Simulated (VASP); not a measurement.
# Ag3F (P6_3/mmc) in VASP: reference runs

How does Ag3F come out in PBE? The cell is run as given and disturbed.

Everything below comes from runs of VASP 6.6.1. Logs are shortened: lines on timing, memory, paths and dates and some standing lists are left out, and cuts for length are marked.

## 1. The structure

It takes space group P6_3/mmc (No. 194, hexagonal). Conventional cell: a = 5.809 Å, b = 5.809 Å, c = 4.576 Å, α = 90.00°, β = 90.00°, γ = 120.00°. Around Ag (site symmetry mm2) lie 4 F at 2.83 to 2.90 Å and 8 Ag at 2.84 to 2.92 Å. F (site symmetry -6m2) has 12 Ag at 2.83 to 2.90 Å as nearest neighbours.

The cell comes from a database or a generator and needn't be the stable form of this composition.

## 2. Single point, PBE

Input file INCAR:

```
SYSTEM = Ag3F
PREC     = Accurate       ! precision mode
ENCUT    = 520            ! plane-wave cutoff, eV
EDIFF    = 1E-7           ! SCF threshold, eV
ISMEAR   = -1             ! smearing method
SIGMA    = 0.05           ! smearing width, eV
LREAL    = .FALSE.        ! projectors in reciprocal space
LASPH    = .TRUE.         ! aspherical terms in the spheres
NELM     = 100            ! most SCF steps
ALGO     = Normal         ! electronic algorithm
ISIF     = 2              ! what is computed and relaxed
LWAVE    = .FALSE.        ! write WAVECAR
LCHARG   = .FALSE.        ! write CHGCAR
GGA      = PE             ! functional
NBANDS   = 50             ! bands
```

Input file KPOINTS:

```
regular mesh
0
G
  5 5 6
  0 0 0
```

Input file POSCAR:

```
Ag3F
1.0
    5.8094883503      0.0000000000      0.0000000000
   -2.9047441752      5.0311644944      0.0000000000
    0.0000000000      0.0000000000      4.5763350000
Ag F
6 2
Direct
    0.1673345050      0.3346690100      0.2500000000
    0.1673345050      0.8326654950      0.2500000000
    0.6653309900      0.8326654950      0.2500000000
    0.8326654950      0.6653309900      0.7500000000
    0.8326654950      0.1673345050      0.7500000000
    0.3346690100      0.1673345050      0.7500000000
    0.3333333333      0.6666666667      0.7500000000
    0.6666666667      0.3333333333      0.2500000000
```

Potentials or basis: VASP PAW PBE potentials, release 64 (Ag, F).

Started as:

```sh
> cat potpaw_PBE.64/Ag/POTCAR potpaw_PBE.64/F/POTCAR > POTCAR
> mpirun -np 1 vasp_std > vasp.out
```

OUTCAR:

```text
SYSTEM = Ag3F
   PREC = Accurate
   ENCUT = 520
   EDIFF = 1E-7
   ISMEAR = -1
   LREAL = .FALSE.
   LASPH = .TRUE.
   NELM = 100
   ISIF = 2
   GGA = PE

 ion  position               nearest neighbor table
   1  0.167  0.335  0.250-   5 2.84   5 2.84   6 2.84   6 2.84   3 2.89   2 2.89   3 2.92   2 2.92

   2  0.167  0.833  0.250-   4 2.84   4 2.84   6 2.84   6 2.84   3 2.89   1 2.89   3 2.92   1 2.92

   3  0.665  0.833  0.250-   4 2.84   4 2.84   5 2.84   5 2.84   2 2.89   1 2.89   2 2.92   1 2.92

   4  0.833  0.665  0.750-   2 2.84   2 2.84   3 2.84   3 2.84   6 2.89   5 2.89   6 2.92   5 2.92

   5  0.833  0.167  0.750-   1 2.84   1 2.84   3 2.84   3 2.84   6 2.89   4 2.89   6 2.92   4 2.92

   6  0.335  0.167  0.750-   1 2.84   1 2.84   2 2.84   2 2.84   5 2.89   4 2.89   5 2.92   4 2.92

   7  0.333  0.667  0.750-
   8  0.667  0.333  0.250-

  LATTYP: Found a hexagonal cell.
 ALAT       =     5.8094883503
 C/A-ratio  =     0.7877346031

  Lattice vectors:

 A1 = (   5.8094883503,   0.0000000000,   0.0000000000)
 A2 = (  -2.9047441752,   5.0311644944,   0.0000000000)
 A3 = (   0.0000000000,   0.0000000000,   4.5763350000)

Analysis of symmetry for initial positions (statically):
=====================================================================
 Subroutine PRICEL returns:
 Original cell was already a primitive cell.

 Routine SETGRP: Setting up the symmetry group for a
 hexagonal supercell.

 Subroutine GETGRP returns: Found 24 space group operations
 (whereof 12 operations were pure point group operations)
 out of a pool of 24 trial point group operations.

The static configuration has the point symmetry D_3d.
 The point group associated with its full space group is D_6h.

Analysis of symmetry for dynamics (positions and initial velocities):
=====================================================================
 Subroutine PRICEL returns:
 Original cell was already a primitive cell.

 Routine SETGRP: Setting up the symmetry group for a
 hexagonal supercell.

 Subroutine GETGRP returns: Found 24 space group operations
 (whereof 12 operations were pure point group operations)
 out of a pool of 24 trial point group operations.

The dynamic configuration has the point symmetry D_3d.
 The point group associated with its full space group is D_6h.
[... 107 lines left out ...]
   LREAL  =      F    real-space projection
   EDIFFG = 0.1E-05   stopping-criterion for IOM
   NSW    =      0    number of steps for IOM
   IBRION =     -1    ionic relax: 0-MD 1-quasi-New 2-CG
   NFREE  =      0    steps in history (QN), initial steepest desc. (CG)
   ISIF   =      2    stress and relaxation
   ISYM   =      2    0-nonsym 1-usesym 2-fastsym
   POTIM  = 0.5000    time-step for ionic-motion
   TEBEG  =    0.0;   TEEND  =   0.0 temperature during run
   PSTRESS=    0.0 pullay stress
   NELECT =      80.0000    total number of electrons
   NUPDOWN=      -1.0000    fix difference up-down
   EMIN   =  10.00;   EMAX   =-10.00  energy-range for DOS
   EFERMI =   0.00;   METHOD = LEGACY
   ISMEAR =    -1;   SIGMA  =   0.05  broadening in eV -4-tet -1-fermi 0-gaus
   EFERMI_NEDOS =   21; number of points for ismear=-14 and -15
   IALGO  =     38    algorithm
   IMIX   =      4    mixing-type and parameters
     AMIX     =   0.40;   BMIX     =  1.00
     AMIX_MAG =   1.60;   BMIX_MAG =  1.00
  volume/ion in A,a.u.               =      16.72       112.83
  Fermi-wavevector in a.u.,A,eV,Ry     =   1.379315  2.606527 25.885214  1.902510
  Thomas-Fermi vector in A             =   2.504296
   LORBIT       =      0    0 simple, 1 ext, 2 COOP (PROOUT), +10 PAW based schemes
   GGA     = PE    functional components
   LHFCALC =     F    Hartree Fock is set to
   AEXX    =    0.0000 exact exchange contribution
   IVDW    =     0    specifies the selected vdW correction
   LEPSILON=     F    determine dielectric tensor
   LRPA    =     F    only Hartree local field effects (RPA)
 non-spin polarized calculation
  energy-cutoff  :      520.00
  volume of cell :      133.76
 maximum number of plane-waves:      3653
 NGX is ok and might be reduce to    48
   NGX = 21   NGY = 21   NGZ = 17

 number of electron      79.9999979 magnetization

 Free energy of the ion-electron system (eV)
  ---------------------------------------------------
  ext. energy  EPLUGINS =         0.00000000
  ---------------------------------------------------
  free energy    TOTEN  =       -22.42841536 eV

  energy without entropy =      -22.41051535  energy(sigma->0) =      -22.41946536

 E-fermi :   5.8818     XC(G=0): -11.2901

 val. band max:        5.8543286688   @ k =   0.2000   0.2000   0.3333
 cond. band min:       5.9442571996   @ k =   0.2000   0.0000   0.1667
 fundamental gap:      0.0899285309
 Fermi energy:         5.8817583864

 k-point     1 :       0.0000    0.0000    0.0000
  band No.  band energies     occupation
      1     -16.3081      2.00000
      2     -16.2732      2.00000
      3      -0.1106      2.00000
      4       0.0674      2.00000
      5       0.5215      2.00000
      6       0.6293      2.00000
[... 1049 lines left out ...]
     49      14.8024      0.00000
     50      14.8024      0.00000

------------------------ aborting loop because EDIFF is reached ----------------------------------------

  FORCE on cell =-STRESS in cart. coord.  units (eV):
  Direction    XX          YY          ZZ          XY          YZ          ZX
  --------------------------------------------------------------------------------------
  -------------------------------------------------------------------------------------
  Total       -0.4495252     -0.4495252     -0.6064920      0.0000000     -0.0000000      0.0000000
  in kB       -5.3844382     -5.3844382     -7.2645958      0.0000000     -0.0000000      0.0000000
  external PRESSURE =      -6.0111574 kB  Pullay stress =       0.0000000 kB

 VOLUME and BASIS-vectors are now :
 -----------------------------------------------------------------------------
  energy-cutoff  :      520.00
  volume of cell :      133.76
      direct lattice vectors                 reciprocal lattice vectors
     5.809488350  0.000000000  0.000000000     0.172132198  0.099380571  0.000000000
    -2.904744175  5.031164494  0.000000000     0.000000000  0.198761142  0.000000000
     0.000000000  0.000000000  4.576335000     0.000000000  0.000000000  0.218515471

 POSITION                                       TOTAL-FORCE (eV/Angst)
 -----------------------------------------------------------------------------------
     -0.00000      1.68377      1.14408        -0.000000      0.006901     -0.000000
     -1.44655      4.18928      1.14408         0.005976     -0.003450      0.000000
      1.44655      4.18928      1.14408        -0.005976     -0.003450      0.000000
      2.90474      3.34739      3.43225         0.000000     -0.006901      0.000000
      4.35130      0.84189      3.43225        -0.005976      0.003450      0.000000
      1.45819      0.84189      3.43225         0.005976      0.003450     -0.000000
     -0.00000      3.35411      3.43225         0.000000     -0.000000      0.000000
      2.90474      1.67705      1.14408        -0.000000      0.000000      0.000000
 -----------------------------------------------------------------------------------
    total drift:                                0.000000     -0.000000      0.000000

  FREE ENERGIE OF THE ION-ELECTRON SYSTEM (eV)
  ---------------------------------------------------
  free  energy   TOTEN  =       -22.4284153638 eV

  energy  without entropy=      -22.4105153525  energy(sigma->0) =      -22.41946536
```

OSZICAR:

```text
N       E                     dE             d eps       ncg     rms          rms(c)
DAV:   1     0.609889183137E+03    0.60989E+03   -0.41989E+04  2000   0.158E+03
DAV:   2     0.542013790360E+01   -0.60447E+03   -0.56945E+03  2142   0.376E+02
DAV:   3    -0.260124913215E+02   -0.31433E+02   -0.30821E+02  2180   0.865E+01
DAV:   4    -0.263209076608E+02   -0.30842E+00   -0.30786E+00  2084   0.856E+00
DAV:   5    -0.263224948247E+02   -0.15872E-02   -0.15871E-02  2106   0.646E-01    0.125E+01
DAV:   6    -0.227149700600E+02    0.36075E+01   -0.14326E+01  2314   0.273E+01    0.955E+00
DAV:   7    -0.224919222346E+02    0.22305E+00   -0.18174E+00  2022   0.104E+01    0.506E+00
DAV:   8    -0.224314680740E+02    0.60454E-01   -0.54020E-01  2018   0.405E+00    0.115E+00
DAV:   9    -0.224293995218E+02    0.20686E-02   -0.41424E-02  2052   0.124E+00    0.327E-01
DAV:  10    -0.224284418366E+02    0.95769E-03   -0.32176E-03  2296   0.596E-01    0.140E-01
DAV:  11    -0.224284389089E+02    0.29277E-05   -0.10202E-03  2012   0.151E-01    0.553E-02
DAV:  12    -0.224284143989E+02    0.24510E-04   -0.92218E-05  2102   0.594E-02    0.112E-02
DAV:  13    -0.224284151755E+02   -0.77659E-06   -0.11263E-05  2032   0.165E-02    0.366E-03
DAV:  14    -0.224284154382E+02   -0.26271E-06   -0.37016E-07  1892   0.547E-03    0.980E-04
DAV:  15    -0.224284153638E+02    0.74380E-07   -0.63708E-08  1052   0.337E-03
   1 F= -.22428415E+02 E0= -.22419465E+02  d E =-.179000E-01
```

stdout:

```text
POSCAR found type information on POSCAR AgF
 POSCAR found :  2 types and       8 ions
 scaLAPACK will be used
 LDA part: xc-table for (Slater+PW92), standard interpolation
 POSCAR, INCAR and KPOINTS ok, starting setup
 FFT: planning ... GRIDC
 FFT: planning ... GRID_SOFT
 FFT: planning ... GRID
 WAVECAR not read
 entering main loop
```

Wall time 1.8 min (1 thread of Intel Xeon Platinum 8375C at 2.90GHz (Ice Lake), shared host); peak memory 0.32 GiB.

Results:

| Quantity | Value |
| --- | --- |
| Free energy | -22.4284 eV |
| Pressure | -0.6 GPa |
| Largest force | 0.007 eV/Å |
| Band gap on the k mesh | none (metal or under the smearing width) |

Forces on the atoms (eV/Å):
```
Ag   0.000  0.007  0.000
Ag   0.006 -0.003  0.000
Ag  -0.006 -0.003  0.000
Ag   0.000 -0.007  0.000
Ag  -0.006  0.003  0.000
Ag   0.006  0.003  0.000
F    0.000  0.000  0.000
F    0.000  0.000  0.000
```

Levels at points of the mesh, in eV from the Fermi level:
| k point | band 36 | band 37 | band 38 | band 39 | band 40 | band 41 | band 42 | band 43 | band 44 | band 45 |
| --- | --- | --- | --- | --- | --- | --- | --- | --- | --- | --- |
| (0.00, 0.00, 0.00) | -2.50 | -2.50 | -2.43 | -2.36 | 1.05 | 2.40 | 2.45 | 2.45 | 3.13 | 3.17 |
| (0.00, 0.00, 0.50) | -2.57 | -2.49 | -2.49 | -1.77 | -1.77 | 2.86 | 2.86 | 3.68 | 3.68 | 3.68 |

## 3. Single point, PBE (atoms moved at random, drawn with an rms of 0.05 Å)

Input file INCAR:

```
SYSTEM = Ag3F
  PREC = Accurate
  ENCUT = 520
  EDIFF = 1E-7
  ISMEAR = -1
  SIGMA = 0.05
  LREAL = .False.
  LASPH = .True.
  NELM = 100
  ALGO = Normal
  ISIF = 2
  LWAVE = .False.
  LCHARG = .False.
  GGA = PE
  NBANDS = 50
```

Input file KPOINTS:

```
Automatic mesh
0
Gamma
  5 5 6
  0 0 0
```

Input file POSCAR:

```
Ag3F
1.0
    5.8094883503      0.0000000000      0.0000000000
   -2.9047441752      5.0311644944      0.0000000000
    0.0000000000      0.0000000000      4.5763350000
Ag F
6 2
Direct
    0.1797060000      0.3374050000      0.2413670000
    0.1690940000      0.8336460000      0.2419500000
    0.6615020000      0.8332920000      0.2561660000
    0.8359170000      0.6709200000      0.7549060000
    0.8339720000      0.1719110000      0.7419320000
    0.3191140000      0.1611160000      0.7597880000
    0.3300210000      0.6612240000      0.7510760000
    0.6558070000      0.3218060000      0.2522560000
```

Potentials or basis: VASP PAW PBE potentials, release 64 (Ag, F).

Started as:

```sh
> cat potpaw_PBE.64/Ag/POTCAR potpaw_PBE.64/F/POTCAR > POTCAR
> mpirun -np 1 vasp_std > vasp.out
```

Run time: 6.5 min. Hardware: 1 thread of Intel Xeon Platinum 8375C at 2.90GHz (Ice Lake), shared host; peak memory 0.51 GiB.

It converged, with:

```
Free energy            : -22.3753 eV
Pressure               : -0.2 GPa
Largest force          : 0.599 eV/Å
Band gap on the k mesh : none (metal or under the smearing width)
```

Forces in eV/Å, atoms in the order of the input:
```
Ag  -0.253  0.021  0.249
Ag  -0.022 -0.152  0.332
Ag   0.149  0.109 -0.135
Ag  -0.148 -0.196 -0.112
Ag  -0.136  0.043  0.112
Ag   0.366  0.153 -0.449
F    0.010  0.016 -0.023
F    0.035  0.006  0.026
```

Stress tensor (GPa, compression positive):
```
-0.26 -0.12 -0.10
-0.12 -0.17  0.32
-0.10  0.32 -0.10
```

Levels at points of the mesh, in eV from the Fermi level:
| k point | band 37 | band 38 | band 39 | band 40 | band 41 | band 42 | band 43 | band 44 |
| --- | --- | --- | --- | --- | --- | --- | --- | --- |
| (0.00, 0.00, 0.00) | -2.50 | -2.44 | -2.36 | 1.05 | 2.39 | 2.43 | 2.49 | 3.14 |
| (0.00, 0.00, 0.50) | -2.50 | -2.48 | -1.80 | -1.76 | 2.83 | 2.90 | 3.61 | 3.63 |
